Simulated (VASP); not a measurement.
Write the native input for VASP 6.6.1 that does the following.

```yaml
Task: single point
Functional: PBE
Potentials_or_basis: VASP PAW PBE potentials, release 64 (Al, N)
Cutoff: 520 eV
k_mesh: 9 × 9 × 6
Occupations: gaussian, width 0.01 eV
Spin: no spin polarisation
Dipole_correction: no
Further_INCAR_settings: ALGO = Normal; EDIFF = 1e-06; NBANDS = 16
```

The structure of AlN lies in POSCAR:

```
AlN
1.0
    3.1302455680      0.0000000000      0.0000000000
   -1.5651227840      2.7108721819      0.0000000000
    0.0000000000      0.0000000000      5.0179604227
Al N
2 2
Direct
    0.3333333333      0.6666666667     -0.0007713538
    0.6666666667      0.3333333333      0.4992286462
    0.3333333333      0.6666666667      0.3807713538
    0.6666666667      0.3333333333      0.8807713538
```

The cell isn't the ideal one: cell and atoms relaxed tightly for response.

The input as run:

INCAR

```
SYSTEM = AlN
PREC = Accurate
ENCUT = 520
EDIFF = 1E-6
ISMEAR = 0
SIGMA = 0.01
LREAL = .False.
LASPH = .True.
NELM = 80
ALGO = Normal
ISIF = 2
LWAVE = .False.
LCHARG = .False.
GGA = PE
NBANDS = 16
```

KPOINTS

```
regular mesh
0
Gamma
  9 9 6
  0 0 0
```

Potentials or basis: VASP PAW PBE potentials, release 64 (Al, N).

The run is started by

```bash
$ cat potpaw_PBE.64/Al/POTCAR potpaw_PBE.64/N/POTCAR > POTCAR
$ mpirun -np 1 vasp_std > vasp.out
```

It gave:

```
Pressure               : -0.3 GPa
Band gap on the k mesh : 4.04 eV, direct
```

It took 16 s on 1 thread of AMD EPYC 9R45 96-Core Processor (Zen 5), with other jobs on the host, peak memory 0.14 GiB.
